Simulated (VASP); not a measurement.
# Be2As (R-3m) in VASP: reference runs

Reference runs on Be2As: the cell as given and a disturbed copy.

Program: VASP 6.6.1. These are calculated values, not measurements. Logs are shortened: lines on timing, memory, paths and dates and some standing lists are left out, and cuts for length are marked.

**1. The crystal as given**

Symmetry: R-3m, No. 166, trigonal system. Conventional cell: a = 3.601 Å, b = 3.601 Å, c = 10.574 Å, α = 90.00°, β = 90.00°, γ = 120.00°. Around Be (site symmetry 3m) lie 4 As at 2.37 to 2.38 Å and 3 Be at 2.41 Å. As (site symmetry -3m) has 8 Be at 2.37 to 2.38 Å as nearest neighbours.

The cell was built by a generator and needn't be a form met in nature.

**2. Single point, PBE**

The input, INCAR:

```
SYSTEM = Be2As
PREC = Accurate ; ENCUT = 520
EDIFF = 1E-7 ; ISMEAR = -1
SIGMA = 0.05 ; LREAL = .False.
LASPH = .True. ; NELM = 60
ALGO = Normal ; ISIF = 2
LWAVE = .False. ; LCHARG = .False.
GGA = PE ; NBANDS = 12
```

The input, KPOINTS:

```
regular mesh
0
Gamma
  9 9 9
  0 0 0
```

The input, POSCAR:

```
Be2As
1.0
    1.8002500000      1.0393800000      3.5245100000
   -1.8002500000      1.0393800000      3.5245100000
    0.0000000000     -2.0787500000      3.5245100000
Be As
2 1
Direct
    0.2242400000      0.2242400000      0.2242400000
    0.7757600000      0.7757600000      0.7757600000
    0.0000000000      0.0000000000      0.0000000000
```

Potentials or basis: VASP PAW PBE potentials, release 64 (Be, As).

The run is started by

```bash
> cat potpaw_PBE.64/Be/POTCAR potpaw_PBE.64/As/POTCAR > POTCAR
> mpirun -np 1 vasp_std > vasp.out
```

OUTCAR:

```text
SYSTEM = Be2As
   PREC = Accurate
   ENCUT = 520
   EDIFF = 1E-7
   ISMEAR = -1
   LREAL = .False.
   LASPH = .True.
   NELM = 60
   ISIF = 2
   GGA = PE

 ion  position               nearest neighbor table
   1  0.224  0.224  0.224-   3 2.37   3 2.38   3 2.38   3 2.38
   2  0.776  0.776  0.776-   3 2.37   3 2.38   3 2.38   3 2.38
   3  0.000  0.000  0.000-   1 2.37   2 2.37   2 2.38   2 2.38   1 2.38   1 2.38   2 2.38   1 2.38

  LATTYP: Found a trigonal (rhomboedric) cell.
 ALAT       =     4.0918677382
 COS(alpha) =     0.6128727555

  Lattice vectors:

 A1 = (   1.8002500000,   1.0393800000,   3.5245100000)
 A2 = (  -1.8002500000,   1.0393800000,   3.5245100000)
 A3 = (   0.0000000000,  -2.0787500000,   3.5245100000)

Analysis of symmetry for initial positions (statically):
=====================================================================
 Subroutine PRICEL returns:
 Original cell was already a primitive cell.

 Routine SETGRP: Setting up the symmetry group for a
 trigonal (rhombohedral) supercell.

 Subroutine GETGRP returns: Found 12 space group operations
 (whereof 12 operations were pure point group operations)
 out of a pool of 12 trial point group operations.

The static configuration has the point symmetry D_3d.

Analysis of symmetry for dynamics (positions and initial velocities):
=====================================================================
 Subroutine PRICEL returns:
 Original cell was already a primitive cell.

 Routine SETGRP: Setting up the symmetry group for a
 trigonal (rhombohedral) supercell.

 Subroutine GETGRP returns: Found 12 space group operations
 (whereof 12 operations were pure point group operations)
 out of a pool of 12 trial point group operations.

The dynamic configuration has the point symmetry D_3d.

 Subroutine INISYM returns: Found 12 space group operations
 (whereof 12 operations are pure point group operations),
 and found     1 'primitive' translations

----------------------------------------------------------------------------------------

                                     Primitive cell

  volume of cell :      39.5691

  direct lattice vectors                    reciprocal lattice vectors
     1.800250000  1.039380000  3.524510000     0.277739203  0.160352519  0.094575643
    -1.800250000  1.039380000  3.524510000    -0.277739203  0.160352519  0.094575643
     0.000000000 -2.078750000  3.524510000     0.000000000 -0.320705038  0.094576098

  length of vectors
     4.091867738  4.091867738  4.091866604     0.334359907  0.334359907  0.334359626

  position of ions in fractional coordinates (direct lattice)
     0.224240000  0.224240000  0.224240000
     0.775760000  0.775760000  0.775760000
     0.000000000  0.000000000  0.000000000

  ion indices of the primitive-cell ions
   primitive index   ion index
                 1           1
                 2           2
                 3           3

----------------------------------------------------------------------------------------

 KPOINTS: regular mesh

Automatic generation of k-mesh.
 Grid dimensions read from file:
 generate k-points for:    9    9    9

 Generating k-lattice:

  Cartesian coordinates                     Fractional coordinates (reciprocal lattice)
     0.030859911  0.017816947  0.010508405     0.111111111  0.000000000  0.000000000
    -0.030859911  0.017816947  0.010508405     0.000000000  0.111111111  0.000000000
     0.000000000 -0.035633893  0.010508455     0.000000000  0.000000000  0.111111111

  Length of vectors
     0.037151101  0.037151101  0.037151070

  Shift w.r.t. Gamma in fractional coordinates (k-lattice)
     0.000000000  0.000000000  0.000000000

 Subroutine IBZKPT returns following result:
 ===========================================

 Found     85 irreducible k-points:

 Following reciprocal coordinates:
            Coordinates               Weight
  0.000000  0.000000  0.000000      1.000000
  0.111111 -0.000000  0.000000      6.000000
  0.222222  0.000000  0.000000      6.000000
  0.333333  0.000000  0.000000      6.000000
  0.444444  0.000000  0.000000      6.000000
  0.111111  0.111111  0.000000      6.000000
[... 16 lines left out ...]
 -0.333333  0.333333  0.000000      6.000000
  0.444444  0.444444  0.000000      6.000000
 [... further k-points ...]
   k-points           NKPTS =     85   k-points in BZ     NKDIM =     85   number of bands    NBANDS=     12
   number of dos      NEDOS =    301   number of ions     NIONS =      3
   total plane-waves  NPLWV =  27000
   dimension x,y,z NGX =    30 NGY =   30 NGZ =   30
   dimension x,y,z NGXF=    60 NGYF=   60 NGZF=   60
   ions per type =               2   1
   NGX,Y,Z   is equivalent  to a cutoff of  12.19, 12.19, 12.19 a.u.
   NGXF,Y,Z  is equivalent  to a cutoff of  24.38, 24.38, 24.38 a.u.
 SYSTEM =  Be2As
   PREC   = accura    normal or accurate (medium, high low for compatibility)
   ISTART =      0    job   : 0-new  1-cont  2-samecut
   ICHARG =      2    charge: 1-file 2-atom 10-const
   ISPIN  =      1    spin polarized calculation?
   LNONCOLLINEAR =      F non collinear calculations
   LSORBIT =      F    spin-orbit coupling
   LASPH  =      T    aspherical Exc in radial PAW
   ENCUT  =  520.0 eV  38.22 Ry    6.18 a.u.   7.61  7.61  7.61*2*pi/ulx,y,z
   NELM   =     60;   NELMIN=  2; NELMDL= -5     # of ELM steps
   EDIFF  = 0.1E-06   stopping-criterion for ELM
   LREAL  =      F    real-space projection
   EDIFFG = 0.1E-05   stopping-criterion for IOM
   NSW    =      0    number of steps for IOM
   IBRION =     -1    ionic relax: 0-MD 1-quasi-New 2-CG
   NFREE  =      0    steps in history (QN), initial steepest desc. (CG)
   ISIF   =      2    stress and relaxation
   ISYM   =      2    0-nonsym 1-usesym 2-fastsym
   POTIM  = 0.5000    time-step for ionic-motion
   TEBEG  =    0.0;   TEEND  =   0.0 temperature during run
   PSTRESS=    0.0 pullay stress
   NELECT =       9.0000    total number of electrons
   NUPDOWN=      -1.0000    fix difference up-down
   EMIN   =  10.00;   EMAX   =-10.00  energy-range for DOS
   EFERMI =   0.00;   METHOD = LEGACY
   ISMEAR =    -1;   SIGMA  =   0.05  broadening in eV -4-tet -1-fermi 0-gaus
   EFERMI_NEDOS =   21; number of points for ismear=-14 and -15
   IALGO  =     38    algorithm
   IMIX   =      4    mixing-type and parameters
     AMIX     =   0.40;   BMIX     =  1.00
     AMIX_MAG =   1.60;   BMIX_MAG =  1.00
  volume/ion in A,a.u.               =      13.19        89.01
  Fermi-wavevector in a.u.,A,eV,Ry     =   0.999318  1.888437 13.587276  0.998637
  Thomas-Fermi vector in A             =   2.131600
   LORBIT       =      0    0 simple, 1 ext, 2 COOP (PROOUT), +10 PAW based schemes
   GGA     = PE    functional components
   LHFCALC =     F    Hartree Fock is set to
   AEXX    =    0.0000 exact exchange contribution
   IVDW    =     0    specifies the selected vdW correction
   LEPSILON=     F    determine dielectric tensor
   LRPA    =     F    only Hartree local field effects (RPA)
 non-spin polarized calculation
  energy-cutoff  :      520.00
  volume of cell :       39.57
 maximum number of plane-waves:      1087
   NGX = 15   NGY = 15   NGZ = 15

 number of electron       9.0000000 magnetization

 Free energy of the ion-electron system (eV)
  ---------------------------------------------------
  ext. energy  EPLUGINS =         0.00000000
  ---------------------------------------------------
  free energy    TOTEN  =       -11.24725257 eV

  energy without entropy =      -11.23961561  energy(sigma->0) =      -11.24343409

 E-fermi :   6.0651     XC(G=0): -10.0672

 val. band max:        6.0229139701   @ k =   0.2222   0.1111   0.0000
 cond. band min:       6.0871660330   @ k =   0.3333   0.1111   0.0000
 fundamental gap:      0.0642520629
 Fermi energy:         6.0651023419

 k-point     1 :       0.0000    0.0000    0.0000
  band No.  band energies     occupation
      1      -7.9750      2.00000
      2       2.8380      2.00000
      3       4.5580      2.00000
      4       5.9244      1.88678
      5       5.9244      1.88676
      6       7.4355      0.00000
      7       7.4355      0.00000
      8       8.9554      0.00000
      9      12.4637      0.00000
     10      12.4637      0.00000
     11      12.7488      0.00000
     12      15.0446      0.00000

 k-point     2 :       0.1111   -0.0000    0.0000
  band No.  band energies     occupation
      1      -7.8249      2.00000
      2       2.5768      2.00000
      3       4.2868      2.00000
      4       4.9830      2.00000
      5       5.5095      1.99997
      6       7.5249      0.00000
      7       7.6419      0.00000
      8      10.1123      0.00000
      9      12.2810      0.00000
     10      12.3476      0.00000
     11      13.3792      0.00000
     12      13.4970      0.00000

 k-point     3 :       0.2222    0.0000    0.0000
  band No.  band energies     occupation
      1      -7.3920      2.00000
      2       1.6524      2.00000
      3       2.5987      2.00000
      4       4.8810      2.00000
      5       5.7050      1.99851
      6       7.3540      0.00000
      7       7.5001      0.00000
      8      10.5715      0.00000
      9      12.6279      0.00000
     10      12.9275      0.00000
     11      13.0922      0.00000
     12      15.2239      0.00000

 k-point     4 :       0.3333    0.0000    0.0000
  band No.  band energies     occupation
      1      -6.7545      2.00000
      2      -0.1510      2.00000
      3       2.2142      2.00000
      4       4.4211      2.00000
      5       5.9803      1.68987
      6       7.0117      0.00000
      7       7.6143      0.00000
      8      10.2759      0.00000
      9      12.2514      0.00000
     10      14.6002      0.00000
     11      14.6306      0.00000
     12      16.0919      0.00000

 k-point     5 :       0.4444    0.0000    0.0000
  band No.  band energies     occupation
      1      -6.1689      2.00000
      2      -1.3959      2.00000
      3       2.0943      2.00000
      4       4.1919      2.00000
      5       5.8925      1.93858
      6       6.6653      0.00001
      7       7.8733      0.00000
      8      10.6851      0.00000
      9      12.2056      0.00000
     10      13.8926      0.00000
     11      16.5859      0.00000
     12      17.3374      0.00000
[... 228 lines left out ...]
      1      -6.0475      2.00000
      2      -0.4182      2.00000
      3       0.9619      2.00000
      4       1.9002      2.00000
      5       4.5636      2.00000
      6       8.2026      0.00000
      7      10.6447      0.00000
      8      12.0715      0.00000
      9      14.2602      0.00000
     10      15.3222      0.00000
     11      15.8004      0.00000
     12      16.8037      0.00000

 k-point    22 :      -0.4444    0.3333   -0.0000
  band No.  band energies     occupation
      1      -5.6551      2.00000
      2      -0.6315      2.00000
      3       0.6124      2.00000
      4       1.1337      2.00000
      5       4.6261      2.00000
      6       9.5112      0.00000
      7      10.6584      0.00000
      8      11.7423      0.00000
      9      13.4357      0.00000
     10      15.3119      0.00000
     11      15.7636      0.00000
     12      16.8603      0.00000

 k-point    23 :      -0.3333    0.3333    0.0000
  band No.  band energies     occupation
      1      -5.6106      2.00000
      2      -0.3149      2.00000
      3      -0.1391      2.00000
      4       1.5615      2.00000
      5       5.0190      2.00000
      6       8.7099      0.00000
      7      10.0941      0.00000
      8      13.0524      0.00000
      9      13.5726      0.00000
     10      13.7260      0.00000
     11      15.7373      0.00000
     12      16.6835      0.00000

 k-point    24 :       0.4444    0.4444    0.0000
  band No.  band energies     occupation
      1      -5.7992      2.00000
      2      -0.8956      2.00000
      3       0.6914      2.00000
      4       2.3126      2.00000
      5       4.2312      2.00000
      6       7.0886      0.00000
      7      12.4544      0.00000
      8      12.7600      0.00000
      9      14.4110      0.00000
     10      14.9004      0.00000
     11      15.6376      0.00000
     12      18.0720      0.00000

 [... further k-points ...]
[... 5 lines left out ...]
  --------------------------------------------------------------------------------------
  -------------------------------------------------------------------------------------
  Total        0.1940744      0.1940751     -0.0421213     -0.0000000     -0.0000000     -0.0000000
  in kB        7.8582010      7.8582289     -1.7055206     -0.0000000     -0.0000016     -0.0000000
  external PRESSURE =       4.6703031 kB  Pullay stress =       0.0000000 kB

 VOLUME and BASIS-vectors are now :
 -----------------------------------------------------------------------------
  energy-cutoff  :      520.00
  volume of cell :       39.57
      direct lattice vectors                 reciprocal lattice vectors
     1.800250000  1.039380000  3.524510000     0.277739203  0.160352519  0.094575643
    -1.800250000  1.039380000  3.524510000    -0.277739203  0.160352519  0.094575643
     0.000000000 -2.078750000  3.524510000     0.000000000 -0.320705038  0.094576098

 POSITION                                       TOTAL-FORCE (eV/Angst)
 -----------------------------------------------------------------------------------
      0.00000      0.00000      2.37101         0.000000     -0.000000     -0.009394
      0.00000      0.00001      8.20252         0.000000      0.000000      0.009394
      0.00000      0.00000      0.00000         0.000000     -0.000000      0.000000
 -----------------------------------------------------------------------------------
    total drift:                               -0.000000     -0.000000     -0.000000

  FREE ENERGIE OF THE ION-ELECTRON SYSTEM (eV)
  ---------------------------------------------------
  free  energy   TOTEN  =       -11.2472525697 eV

  energy  without entropy=      -11.2396156134  energy(sigma->0) =      -11.24343409
```

It took 37 s on 1 thread of Intel Xeon Platinum 8559C (Emerald Rapids), shared host; peak memory 0.19 GiB.

Results:

| Quantity | Value |
| --- | --- |
| Free energy | -11.2473 eV |
| Pressure | 0.5 GPa |
| Largest force | 0.009 eV/Å |
| Band gap on the k mesh | none (metal or under the smearing width) |

Forces in eV/Å, atoms in the order of the input:
```
Be   0.000  0.000 -0.009
Be   0.000  0.000  0.009
As   0.000  0.000  0.000
```

Stress tensor (GPa, compression positive):
```
 0.79  0.00  0.00
 0.00  0.79  0.00
 0.00  0.00 -0.17
```

**3. Single point, PBE (atoms moved at random, drawn with an rms of 0.05 Å)**

The input, INCAR:

```
SYSTEM = Be2As
  PREC = Accurate
  ENCUT = 520
  EDIFF = 1E-7
  ISMEAR = -1
  SIGMA = 0.05
  LREAL = .False.
  LASPH = .True.
  NELM = 100
  ALGO = Normal
  ISIF = 2
  LWAVE = .False.
  LCHARG = .False.
  GGA = PE
  NBANDS = 12
```

KPOINTS is that of step 2.

The input, POSCAR:

```
Be2As
1.0
    1.8002500000      1.0393800000      3.5245100000
   -1.8002500000      1.0393800000      3.5245100000
    0.0000000000     -2.0787500000      3.5245100000
Be As
2 1
Direct
    0.2172530000      0.2266530000      0.2261660000
    0.7683960000      0.7758440000      0.7745320000
   -0.0093270000      0.0003120000      0.0086620000
```

Potentials or basis: VASP PAW PBE potentials, release 64 (Be, As).

The run is started by

```bash
> cat potpaw_PBE.64/Be/POTCAR potpaw_PBE.64/As/POTCAR > POTCAR
> mpirun -np 1 vasp_std > vasp.out
```

OUTCAR:

```text
SYSTEM = Be2As
   PREC = Accurate
   ENCUT = 520
   EDIFF = 1E-7
   ISMEAR = -1
   LREAL = .False.
   LASPH = .True.
   NELM = 100
   ISIF = 2
   GGA = PE

 ion  position               nearest neighbor table
   1  0.217  0.227  0.226-   3 2.36   3 2.37   3 2.37   3 2.40
   2  0.768  0.776  0.775-   3 2.34   3 2.37   3 2.38   3 2.40
   3  0.991  0.000  0.009-   2 2.34   1 2.36   2 2.37   1 2.37   1 2.37   2 2.38   1 2.40   2 2.40

  LATTYP: Found a trigonal (rhomboedric) cell.
 ALAT       =     4.0918677382
 COS(alpha) =     0.6128727555

[... 545 lines left out ...]
     10      12.9106      0.00000
     11      15.1704      0.00000
     12      15.8915      0.00000

 [... further k-points ...]
[... 5 lines left out ...]
  --------------------------------------------------------------------------------------
  -------------------------------------------------------------------------------------
  Total        0.1873646      0.2257063      0.0355865     -0.0097406     -0.0275485     -0.0128824
  in kB        7.5865140      9.1389973      1.4409208     -0.3944043     -1.1154575     -0.5216180
  external PRESSURE =       6.0554773 kB  Pullay stress =       0.0000000 kB

 VOLUME and BASIS-vectors are now :
 -----------------------------------------------------------------------------
  energy-cutoff  :      520.00
  volume of cell :       39.57
      direct lattice vectors                 reciprocal lattice vectors
     1.800250000  1.039380000  3.524510000     0.277739203  0.160352519  0.094575643
    -1.800250000  1.039380000  3.524510000    -0.277739203  0.160352519  0.094575643
     0.000000000 -2.078750000  3.524510000     0.000000000 -0.320705038  0.094576098

 POSITION                                       TOTAL-FORCE (eV/Angst)
 -----------------------------------------------------------------------------------
     -0.01692     -0.00876      2.36168         0.003444     -0.029583     -0.011312
     -0.01341     -0.00501      8.17254        -0.012280     -0.058065      0.089323
      1.78290      1.01200      3.52327         0.008837      0.087648     -0.078011
 -----------------------------------------------------------------------------------
    total drift:                                0.000003      0.000001      0.000001

  FREE ENERGIE OF THE ION-ELECTRON SYSTEM (eV)
  ---------------------------------------------------
  free  energy   TOTEN  =       -11.2449938628 eV

  energy  without entropy=      -11.2373018878  energy(sigma->0) =      -11.24114788
```

stdout:

```text
POSCAR found type information on POSCAR BeAs
 POSCAR found :  2 types and       3 ions
 scaLAPACK will be used
 LDA part: xc-table for (Slater+PW92), standard interpolation
 POSCAR, INCAR and KPOINTS ok, starting setup
 FFT: planning ... GRIDC
 FFT: planning ... GRID_SOFT
 FFT: planning ... GRID
 WAVECAR not read
 entering main loop
```

Run time: 79 s. Hardware: 1 thread of Intel Xeon Platinum 8559C (Emerald Rapids), shared host; peak memory 0.3 GiB.

Results:

```
Free energy            : -11.2450 eV
Pressure               : 0.6 GPa
Largest force          : 0.118 eV/Å
Band gap on the k mesh : none (metal or under the smearing width)
```

Forces on the atoms (eV/Å):
```
Be   0.003 -0.030 -0.011
Be  -0.012 -0.058  0.089
As   0.009  0.088 -0.078
```

Stress tensor (GPa, compression positive):
```
 0.76 -0.04 -0.05
-0.04  0.91 -0.11
-0.05 -0.11  0.14
```

Levels at points of the mesh, in eV from the Fermi level:
```csv
k point,band 1,band 2,band 3,band 4,band 5,band 6,band 7,band 8,band 9,band 10
"(0.00, 0.00, 0.00)",-14.06,-3.20,-1.54,-0.20,-0.18,1.37,1.38,2.88,6.38,6.42
```
